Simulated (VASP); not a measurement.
Calculation: optB86b-vdW, VASP's PBE PAW potentials (set 64) (plane waves; VASP).

The input files of a VASP run:

**INCAR**
```
SYSTEM=Bi
PREC=Accurate; ENCUT=520; LREAL=.FALSE.
LASPH=.TRUE.
EDIFF=1E-7; NELM=100; ALGO=Normal
LMAXMIX=4
ISMEAR=-5
GGA=MK; LUSE_VDW=.TRUE.; AGGAC=0.0
PARAM1=0.1234; PARAM2=1.0
ISIF=2
LWAVE=.FALSE.; LCHARG=.TRUE.; LORBIT=11
NEDOS=601
```

POSCAR:
```
Bi
1
    4.1468986105    -2.2771250186    -0.0075793451
    4.1468986105     2.2771250186    -0.0075793451
    2.9033351147     0.0000000000     3.7353405580
Bi
2
Direct
  0.2359380081   0.2359380081   0.2359380081
  0.7640619919   0.7640619919   0.7640619919
```

### KPOINTS
```
K-points
0
gamma
11 11 11
0 0 0
```

POTCAR, in this order: Bi_d (PBE.64 set). Program: vasp_std.

Output of the run:

OSZICAR:
```
       N       E                     dE             d eps       ncg     rms          rms(c)
DAV:   1     0.300476187819E+03    0.30048E+03   -0.16638E+04  5551   0.189E+03
DAV:   2     0.224208064378E+02   -0.27806E+03   -0.27423E+03  5572   0.458E+02
DAV:   3    -0.443538401545E+00   -0.22864E+02   -0.22526E+02  6431   0.154E+02
DAV:   4    -0.125075179192E+01   -0.80721E+00   -0.80593E+00  6153   0.315E+01
DAV:   5    -0.129166832211E+01   -0.40917E-01   -0.40907E-01  7532   0.636E+00    0.100E+00
DAV:   6    -0.128927472511E+01    0.23936E-02   -0.18497E-02  6826   0.151E+00    0.601E-01
DAV:   7    -0.128933636061E+01   -0.61635E-04   -0.12118E-02  6177   0.133E+00    0.105E-01
DAV:   8    -0.128956633463E+01   -0.22997E-03   -0.14635E-03  6015   0.464E-01    0.215E-02
DAV:   9    -0.128958899691E+01   -0.22662E-04   -0.59341E-05  7353   0.652E-02    0.941E-03
DAV:  10    -0.128958789632E+01    0.11006E-05   -0.78358E-06  6180   0.248E-02    0.156E-03
DAV:  11    -0.128958821341E+01   -0.31709E-06   -0.55580E-07  4864   0.568E-03    0.102E-03
DAV:  12    -0.128958809740E+01    0.11601E-06   -0.19655E-07  4480   0.318E-03    0.206E-04
DAV:  13    -0.128958811171E+01   -0.14308E-07   -0.20879E-08  3116   0.181E-03
   1 F= -.12895881E+01 E0= -.12895881E+01  d E =0.000000E+00
```

**OUTCAR**
```
------------------------ aborting loop because EDIFF is reached ----------------------------------------
  FORCE on cell =-STRESS in cart. coord.  units (eV):
  Direction    XX          YY          ZZ          XY          YZ          ZX
  --------------------------------------------------------------------------------------
  Total        0.0207421      0.0031052      0.0050520      0.0000000      0.0000000      0.0058598
  in kB        0.4704097      0.0704219      0.1145750      0.0000000      0.0000000      0.1328936
  external PRESSURE =       0.2184689 kB  Pullay stress =       0.0000000 kB
  volume of cell :       70.65
      direct lattice vectors                 reciprocal lattice vectors
     4.146898611 -2.277125019 -0.007579345     0.120400991 -0.219575120 -0.093583013
     4.146898611  2.277125019 -0.007579345     0.120400991  0.219575120 -0.093583013
     2.903335115  0.000000000  3.735340558     0.000488609  0.000000000  0.267333430
 POSITION                                       TOTAL-FORCE (eV/Angst)
 -----------------------------------------------------------------------------------
      2.64183      0.00000      0.87773         0.000470      0.000000      0.000156
      8.55530      0.00000      2.84245        -0.000470      0.000000     -0.000156
 -----------------------------------------------------------------------------------
    total drift:                               -0.000000      0.000000     -0.000000
  FREE ENERGIE OF THE ION-ELECTRON SYSTEM (eV)
  ---------------------------------------------------
  free  energy   TOTEN  =        -1.2895881117 eV

  energy  without entropy=       -1.2895881117  energy(sigma->0) =       -1.28958811

 total charge

# of ion       s       p       d       tot
------------------------------------------
    1        1.524   1.357   9.911  12.792
    2        1.524   1.357   9.911  12.792
--------------------------------------------------
tot          3.048   2.714  19.822  25.584
```
(Selected blocks of OUTCAR.)

For a metal the tetrahedron method with Blöchl corrections gives inexact stress and forces.

The compound is Bi in the a7 structure. It was relaxed first.
